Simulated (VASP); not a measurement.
Method: MS2 meta-GGA, VASP's PBE PAW potentials (set 64) (plane waves; VASP 6.6.1).

The input files of a VASP run:

File KPOINTS:
```
Automatic mesh
0
Gamma
10 10 10
0 0 0
```

POSCAR:
```
PtAl2
4.1678410
  0.0000000000   0.7071067437   0.7071067437
  0.7071067437   0.0000000000   0.7071067437
  0.7071067437   0.7071067437   0.0000000000
Al Pt
2 1
Cart
  0.3535533719   0.3535533719   0.3535533719
  1.0606601156   1.0606601156   1.0606601156
  0.0000000000   0.0000000000   0.0000000000
```

### INCAR
```
LASPH = .True.   # aspherical one-centre terms
LREAL = .False.   # projection in real space or not
ENCUT = 520   # plane-wave cut-off (eV)
LEFG = .True.
METAGGA = MS2
LCHARG = .False.
NEDOS = 601   # DOS grid
ISIF = 2   # forces and stress, cell fixed
NELM = 100
ISMEAR = -5   # tetrahedra, Bloechl
SYSTEM = PtAl2
ALGO = Normal
LORBIT = 11   # lm-projected
EDIFF = 1E-7
LMIXTAU = .True.
LWAVE = .False.
LMAXMIX = 6
PREC = Accurate
```

**KPOINTS_OPT**
```
k-points along high-symmetry lines
10
Line-mode
Reciprocal
  0.000000   0.000000   0.000000 ! GAMMA
  0.500000   0.000000   0.500000 ! X

  0.500000   0.000000   0.500000 ! X
  0.625000   0.250000   0.625000 ! U

  0.375000   0.375000   0.750000 ! K
  0.000000   0.000000   0.000000 ! GAMMA

  0.000000   0.000000   0.000000 ! GAMMA
  0.500000   0.500000   0.500000 ! L

  0.500000   0.500000   0.500000 ! L
  0.500000   0.250000   0.750000 ! W

  0.500000   0.250000   0.750000 ! W
  0.500000   0.000000   0.500000 ! X
```

POTCAR, in this order: Al Pt (PBE.64 set). Program: vasp_std.

Output

**OSZICAR**
```
       N       E                     dE             d eps       ncg     rms          rms(c)
DAV:   1     0.471133413266E+02    0.47113E+02   -0.65787E+03  1152   0.110E+03
DAV:   2    -0.162764461272E+02   -0.63390E+02   -0.56109E+02  1316   0.188E+02
DAV:   3    -0.180761852789E+02   -0.17997E+01   -0.17791E+01  1428   0.307E+01
DAV:   4    -0.180867667700E+02   -0.10581E-01   -0.10623E-01  1276   0.280E+00
DAV:   5    -0.180868580945E+02   -0.91325E-04   -0.91630E-04  1452   0.278E-01    0.125E+01
DAV:   6    -0.584970618331E+01    0.12237E+02   -0.58395E+00  1128   0.258E+01    0.507E+00
DAV:   7    -0.599533754427E+01   -0.14563E+00   -0.82881E-01  1128   0.869E+00    0.250E+00
DAV:   8    -0.550514667477E+01    0.49019E+00   -0.15956E+00  1140   0.132E+01    0.198E+00
DAV:   9    -0.575614947239E+01   -0.25100E+00   -0.54553E-01  1220   0.841E+00    0.417E-01
DAV:  10    -0.575500866830E+01    0.11408E-02   -0.92274E-03  1364   0.110E+00    0.377E-01
DAV:  11    -0.575634336773E+01   -0.13347E-02   -0.28344E-02  1248   0.181E+00    0.156E-01
DAV:  12    -0.575688491156E+01   -0.54154E-03   -0.11177E-03  1296   0.388E-01    0.783E-02
DAV:  13    -0.575694574539E+01   -0.60834E-04   -0.57165E-05  1396   0.702E-02    0.612E-02
DAV:  14    -0.575708890844E+01   -0.14316E-03   -0.21365E-04  1252   0.147E-01    0.379E-02
DAV:  15    -0.575710079245E+01   -0.11884E-04   -0.29957E-05  1268   0.612E-02    0.324E-02
DAV:  16    -0.575706854343E+01    0.32249E-04   -0.96446E-05  1264   0.109E-01    0.138E-02
DAV:  17    -0.575708448495E+01   -0.15942E-04   -0.83765E-06  1200   0.390E-02    0.927E-03
DAV:  18    -0.575708622919E+01   -0.17442E-05   -0.49986E-06  1236   0.245E-02    0.399E-03
DAV:  19    -0.575708809952E+01   -0.18703E-05   -0.10378E-06  1236   0.116E-02    0.366E-03
DAV:  20    -0.575708732087E+01    0.77865E-06   -0.24517E-07  1108   0.680E-03    0.847E-04
DAV:  21    -0.575708760818E+01   -0.28731E-06   -0.49002E-08   704   0.332E-03    0.477E-04
DAV:  22    -0.575708741043E+01    0.19775E-06   -0.57222E-09   648   0.942E-04    0.421E-05
DAV:  23    -0.575708743072E+01   -0.20294E-07   -0.64839E-10   644   0.318E-04
   1 F= -.57570874E+01 E0= -.57570874E+01  d E =0.000000E+00
       N       E                     dE             ncg
       N       E                     dE             ncg
```

File OUTCAR:
```
------------------------ aborting loop because EDIFF is reached ----------------------------------------
  FORCE on cell =-STRESS in cart. coord.  units (eV):
  Direction    XX          YY          ZZ          XY          YZ          ZX
  --------------------------------------------------------------------------------------
  Total       -0.0051512     -0.0051512     -0.0051512      0.0000000      0.0000000      0.0000000
  in kB       -0.1612133     -0.1612133     -0.1612133      0.0000000      0.0000000      0.0000000
  external PRESSURE =      -0.1612133 kB  Pullay stress =       0.0000000 kB
  volume of cell :       51.19
      direct lattice vectors                 reciprocal lattice vectors
     0.000000000  2.947108478  2.947108478    -0.169657820  0.169657820  0.169657820
     2.947108478  0.000000000  2.947108478     0.169657820 -0.169657820  0.169657820
     2.947108478  2.947108478  0.000000000     0.169657820  0.169657820 -0.169657820
 POSITION                                       TOTAL-FORCE (eV/Angst)
 -----------------------------------------------------------------------------------
      1.47355      1.47355      1.47355         0.000000      0.000000      0.000000
      4.42066      4.42066      4.42066        -0.000000     -0.000000     -0.000000
      0.00000      0.00000      0.00000        -0.000000      0.000000      0.000000
 -----------------------------------------------------------------------------------
    total drift:                                0.000000     -0.000000      0.000000
  FREE ENERGIE OF THE ION-ELECTRON SYSTEM (eV)
  ---------------------------------------------------
  free  energy   TOTEN  =        -5.7570874307 eV

  energy  without entropy=       -5.7570874307  energy(sigma->0) =       -5.75708743

 total charge

# of ion       s       p       d       tot
------------------------------------------
    1        0.440   0.378   0.000   0.818
    2        0.440   0.378   0.000   0.818
    3        0.794   0.724   8.185   9.703
--------------------------------------------------
tot          1.673   1.481   8.185  11.339

 Electric field gradients after diagonalization (V/A^2)
 (convention: |V_zz| > |V_xx| > |V_yy|)
----------------------------------------------------------------------
 ion       V_xx      V_yy      V_zz     asymmetry (V_yy - V_xx)/ V_zz
----------------------------------------------------------------------
   1       0.000     0.000    -0.000       0.000
   2       0.000     0.000    -0.000       0.000
   3      -0.000    -0.000     0.001       0.000
```
(Selected blocks of OUTCAR.)

File OUTCAR:
```
 val. band max:        8.0507738898   @ k =   0.4000   0.2000   0.0000

 cond. band min:       7.7723975150   @ k =   0.3000   0.3000   0.0000


 Fermi energy:         7.9148004573

 k-point     1 :       0.0000    0.0000    0.0000
  band No.  band energies     occupation
      1      -2.4744      2.00000
      2       2.7959      2.00000
      3       2.7959      2.00000
      4       2.7959      2.00000
      5       4.1128      2.00000
      6       4.1128      2.00000
      7      10.9900      0.00000
      8      11.6889      0.00000
      9      11.6889      0.00000
     10      11.6889      0.00000
     11      13.4382      0.00000
     12      13.4382      0.00000

 k-point     2 :       0.1000    0.0000    0.0000
  band No.  band energies     occupation
      1      -2.3343      2.00000
      2       2.7124      2.00000
      3       2.8423      2.00000
      4       2.8423      2.00000
      5       4.0963      2.00000
      6       4.0963      2.00000
      7      10.0738      0.00000
      8      11.2288      0.00000
      9      11.3382      0.00000
     10      11.3382      0.00000
     11      13.8435      0.00000
     12      13.8452      0.00000

 k-point     3 :       0.2000    0.0000    0.0000
  band No.  band energies     occupation
      1      -1.9240      2.00000
      2       2.4985      2.00000
      3       2.9539      2.00000
      4       2.9539      2.00000
      5       4.0804      2.00000
      6       4.0804      2.00000
      7       7.9782      0.92666
      8      10.6105      0.00000
      9      10.6105      0.00000
     10      11.5808      0.00000
     11      13.5560      0.00000
     12      13.6114      0.00000

 k-point     4 :       0.3000    0.0000    0.0000
  band No.  band energies     occupation
      1      -1.2821      2.00000
      2       2.2211      2.00000
      3       3.0560      2.00000
      4       3.0560      2.00000
      5       4.1385      2.00000
      6       4.1385      2.00000
...
```

For a metal the tetrahedron method with Blöchl corrections gives inexact stress and forces. Unless said otherwise, spin-orbit coupling is left out, though it shifts the bands of the heavy elements here.

The compound is PtAl2 in the fluorite structure. It was relaxed first.
